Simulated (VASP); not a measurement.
VASP runs on ScAl₃ (space group Pm-3m) share one base input (PBE GGA, plane waves, VASP's PBE PAW potentials (set 64)) and change the settings named in each case.

**INCAR**
```
# general
SYSTEM   =  ScAl3
PREC     =  Accurate
ENCUT    =  300
LREAL    =  .False.
LASPH    =  .True.

# electronic loop
EDIFF    =  1E-6
NELM     =  100
ALGO     =  Normal
LMAXMIX  =  4

# smearing
ISMEAR   =  1
SIGMA    =  0.1

# functional
GGA      =  PE

# ions
ISIF     =  2

# output
LWAVE    =  .False.
LCHARG   =  .False.
```

File POSCAR:
```
ScAl3
1
    4.1777420000     0.0000000000     0.0000000000
    0.0000000000     4.1777420000     0.0000000000
    0.0000000000     0.0000000000     4.1777420000
Sc Al
1 3
Direct
  0.0000000000   0.0000000000   0.0000000000
  0.5000000000   0.0000000000   0.5000000000
  0.0000000000   0.5000000000   0.5000000000
  0.5000000000   0.5000000000   0.0000000000
```

KPOINTS:
```
Automatic mesh
0
Gamma
6 6 6
0 0 0
```

POTCAR, in this order: Sc_sv Al (PBE.64 set). Program: vasp_std.

```tsv
change	E(σ→0) (eV/atom)	pressure (GPa)	−TS (eV)
base run	-4.8051	-4.22	-0.0056
EDIFF = 1E-09, ENCUT = 420, KPOINTS 9×9×9 Γ-centred mesh	-4.8097	-4.05	-0.0045
ENCUT = 150, KPOINTS 8×8×8 Γ-centred mesh	-4.5776	-38.30	-0.0028
ENCUT = 180	-4.7677	-12.76	-0.0056
EDIFF = 1E-04, ENCUT = 240, GGA removed, ISMEAR = -1, SIGMA = 0.5, KPOINTS 2×2×2 Γ-centred mesh, POTCAR Sc_sv Al (LDA.64 set)	-4.9470	-4.55	-1.9337
EDIFF = 1E-03, ENCUT = 180, KPOINTS 1×1×1 Γ-centred mesh	-3.6203	-5.72	0.0174
ENCUT = 210, ISMEAR = -1, SIGMA = 0.136, KPOINTS 8×8×8 Γ-centred mesh shifted by (0.5, 0.5, 0.5)	-4.8004	-5.57	-0.0882
```
 Energies of different potentials or functionals have different zeros.

Left out are runs that ran out of time, are held back, or changed the cell or the kind of run, fixed moments of cells without a moment, rows past the twelfth, gaps on odd meshes, pressures of charged cells and columns that move by less than the noise.

The structure comes from a computed database's ScAl3 entry; how it stands against other phases isn't given here. The cell was not relaxed at this level, its lattice was scaled by up to 2.5 %.
